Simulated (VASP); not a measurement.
OSZICAR of a VASP run on BP (zinc blende):

**OSZICAR**
```
       N       E                     dE             d eps       ncg     rms          rms(c)
DAV:   1     0.103715827084E+02    0.10372E+02   -0.41755E+03   752   0.902E+02
DAV:   2    -0.127669716705E+02   -0.23139E+02   -0.22665E+02  1208   0.111E+02
DAV:   3    -0.130084421760E+02   -0.24147E+00   -0.24147E+00   872   0.150E+01
DAV:   4    -0.130090048914E+02   -0.56272E-03   -0.56272E-03  1264   0.741E-01
DAV:   5    -0.130090050379E+02   -0.14647E-06   -0.14647E-06   920   0.109E-02    0.759E+00
DAV:   6    -0.124698448909E+02    0.53916E+00   -0.14347E+00   816   0.645E+00    0.423E+00
DAV:   7    -0.123907718237E+02    0.79073E-01   -0.24717E-01  1136   0.301E+00    0.132E+00
DAV:   8    -0.123853797865E+02    0.53920E-02   -0.24815E-02   816   0.115E+00    0.192E-01
DAV:   9    -0.123859281647E+02   -0.54838E-03   -0.70133E-04   984   0.236E-01    0.867E-02
DAV:  10    -0.123862292751E+02   -0.30111E-03   -0.43553E-04   896   0.169E-01    0.281E-02
DAV:  11    -0.123862455137E+02   -0.16239E-04   -0.30214E-05  1072   0.455E-02    0.250E-02
DAV:  12    -0.123862472793E+02   -0.17656E-05   -0.29825E-06   840   0.147E-02    0.382E-03
DAV:  13    -0.123862473205E+02   -0.41181E-07   -0.45668E-08   896   0.203E-03
   1 F= -.12386247E+02 E0= -.12386247E+02  d E =-.713896E-14
```

### Question
Which electronic solver shows in the log?

### Answer
It is blocked Davidson (ALGO = Normal, or the opening steps of other solvers). The INCAR had ALGO = Normal.

### Question
Can the final energy be trusted as converged?

### Answer
The run converged. It stopped with EDIFF = 1E-7, NELM = 100 (revPBE GGA, plane waves, VASP's PBE PAW potentials (set 64)).

The compound is BP in the zinc blende structure. It was relaxed first.
